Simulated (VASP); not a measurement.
The input files of a VASP run:

### INCAR
```
SYSTEM = KCl
PREC = Accurate
ENCUT = 400
EDIFF = 1E-6
NELM = 5
ALGO = Normal
LREAL = .FALSE.
LASPH = .TRUE.
ISMEAR = 0
SIGMA = 0.05
GGA = PE
LWAVE = .FALSE.
LCHARG = .FALSE.
ISIF = 2
```

File POSCAR:
```
KCl
1
    0.0000000000     3.2079000000     3.2079000000
    3.2079000000     0.0000000000     3.2079000000
    3.2079000000     3.2079000000     0.0000000000
K Cl
1 1
Direct
  0.0000000000   0.0000000000   0.0000000000
  0.5000000000   0.5000000000   0.5000000000
```

### KPOINTS
```
Automatic mesh
0
Gamma
6 6 6
0 0 0
```

POTCAR, in this order: K_sv Cl (PBE.64 set). Program: vasp_std.

Output

### standard output
```
 POSCAR found type information on POSCAR K Cl
 POSCAR found :  2 types and       2 ions
 Reading from existing POTCAR
 Reading from existing POTCAR
 LDA part: xc-table for (Slater+PW92), standard interpolation
 POSCAR, INCAR and KPOINTS ok, starting setup
 WAVECAR not read
 entering main loop
       N       E                     dE             d eps       ncg     rms          rms(c)
DAV:   1     0.915654242055E+02    0.91565E+02   -0.61101E+03   384   0.957E+02
DAV:   2    -0.253558028977E+01   -0.94101E+02   -0.88160E+02   580   0.245E+02
DAV:   3    -0.702001119187E+01   -0.44844E+01   -0.44682E+01   508   0.495E+01
DAV:   4    -0.711848809158E+01   -0.98477E-01   -0.98349E-01   612   0.727E+00
DAV:   5    -0.711953707979E+01   -0.10490E-02   -0.10489E-02   504   0.792E-01

 -----------------------------------------------------------------------------
|                                                                             |
|           W    W    AA    RRRRR   N    N  II  N    N   GGGG   !!!           |
|           W    W   A  A   R    R  NN   N  II  NN   N  G    G  !!!           |
|           W    W  A    A  R    R  N N  N  II  N N  N  G       !!!           |
|           W WW W  AAAAAA  RRRRR   N  N N  II  N  N N  G  GGG   !            |
|           WW  WW  A    A  R   R   N   NN  II  N   NN  G    G                |
|           W    W  A    A  R    R  N    N  II  N    N   GGGG   !!!           |
|                                                                             |
|     The electronic self-consistency was not achieved in the given           |
|     number of steps (NELM). The forces and other quantities evaluated       |
|     might not be reliable so examine the results carefully. If you find     |
|     spurious results, we suggest increasing NELM, if you were close to      |
|     convergence or switching to a different ALGO or adjusting the           |
|     density mixing parameters otherwise.                                    |
|                                                                             |
 -----------------------------------------------------------------------------

   1 F= -.71195371E+01 E0= -.71195371E+01  d E =-.742884E-13
```

File OUTCAR:
```
------------------------ aborting loop EDIFF was not reached (unconverged)  ----------------------------
  FORCE on cell =-STRESS in cart. coord.  units (eV):
  Direction    XX          YY          ZZ          XY          YZ          ZX
  --------------------------------------------------------------------------------------
  Total        8.5600703      8.5600703      8.5600703      0.0000000      0.0000000     -0.0000000
  in kB      207.7281975    207.7281975    207.7281975      0.0000000      0.0000000     -0.0000000
  external PRESSURE =     207.7281975 kB  Pullay stress =       0.0000000 kB
  volume of cell :       66.02
      direct lattice vectors                 reciprocal lattice vectors
     0.000000000  3.207900000  3.207900000    -0.155865208  0.155865208  0.155865208
     3.207900000  0.000000000  3.207900000     0.155865208 -0.155865208  0.155865208
     3.207900000  3.207900000  0.000000000     0.155865208  0.155865208 -0.155865208
  FREE ENERGIE OF THE ION-ELECTRON SYSTEM (eV)
  ---------------------------------------------------
  free  energy   TOTEN  =        -7.1195370798 eV

  energy  without entropy=       -7.1195370798  energy(sigma->0) =       -7.11953708
```
(Selected blocks of OUTCAR.)

**Question.** Read the log: what went wrong, and how is it fixed?

**Answer.** The cause: NELM is too small, so the electronic loop ends before EDIFF is met. The run did not converge; its last values are not results. Against the sound run, the energy per atom (σ→0) falls by 0.155 eV/atom; the pressure increases by 21.01 GPa; the band gap goes up by 0.79 eV. To mend it, set NELM = 100.

The mended run (PBE GGA, plane waves, VASP's PBE PAW potentials (set 64)) converges, and its OSZICAR ends with
```
   1 F= -.68103132E+01 E0= -.68103132E+01  d E =-.775931E-16
```

The compound is KCl in the rock salt structure. The cell was not relaxed at this level.
